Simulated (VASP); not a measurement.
The input files of a VASP run:

### INCAR
```
LREAL  =  .FALSE.
SIGMA  =  0.1   # width (eV)
SYSTEM  =  Mg2Sn
NELM  =  100   # most electronic steps
IBRION  =  2   # conjugate gradients
ISIF  =  3   # ions, shape and volume
ISMEAR  =  1   # Methfessel-Paxton
NSW  =  60   # most ionic steps
LCHARG  =  .FALSE.
ENCUT  =  520
PREC  =  Accurate
ALGO  =  Normal
IVDW  =  13
LWAVE  =  .FALSE.
LMAXMIX  =  4
EDIFF  =  1E-6
LASPH  =  .TRUE.   # aspherical one-centre terms
EDIFFG  =  -0.02   # ionic stop
GGA  =  PE
```

File KPOINTS:
```
Automatic mesh
0
Gamma
7 7 7
0 0 0
```

POSCAR:
```
Mg2Sn
1.0
  0.0000000000   3.3712294990   3.3712294990
  3.3712294990   0.0000000000   3.3712294990
  3.3712294990   3.3712294990   0.0000000000
Mg Sn
2 1
direct
  0.2500000000   0.2500000000   0.2500000000
  0.7500000000   0.7500000000   0.7500000000
  0.0000000000   0.0000000000   1.0000000000
```

POTCAR, in this order: Mg Sn_d (PBE.64 set). Program: vasp_std.

Write an equivalent input for Ansatz.

One equivalent input (not run):
Ansatz 0.2 input:
```yaml
crystal:
  lattice:
    - [0.0000000, 3.3712295, 3.3712295]
    - [3.3712295, 0.0000000, 3.3712295]
    - [3.3712295, 3.3712295, 0.0000000]
  atoms:
    - { symbol: Mg, position: [0.2500000, 0.2500000, 0.2500000] }
    - { symbol: Mg, position: [0.7500000, 0.7500000, 0.7500000] }
    - { symbol: Sn, position: [0.0000000, 0.0000000, 1.0000000] }
kpoints:
  mp_grid: { grid: [7, 7, 7] }
hamiltonian:
  xc: pbe
  dispersion: d4
  pseudopotentials: { kind: paw }
scf:
  occupations: { method: methfessel_paxton, width: 0.1 }
  max_iter: 100
relax:
  max_steps: 60
  f_tol: 0.02
  cell: {}
output: { forces: true, stress: true, eigenvalues: true }
```
The two are equivalent in intent, not identical: each code has its own PAW files, so the cut-off isn't converted (ENCUT is set for VASP's; basis.ecutwfc is left out, and Ansatz then takes the one that its files recommend); Ansatz stops its SCF on the density residual and VASP on the energy change (EDIFF).

The compound is Mg2Sn in the antifluorite structure. This run relaxes it. Symmetry was kept, so distortions that lower it aren't found. The start is the result of an earlier pass.
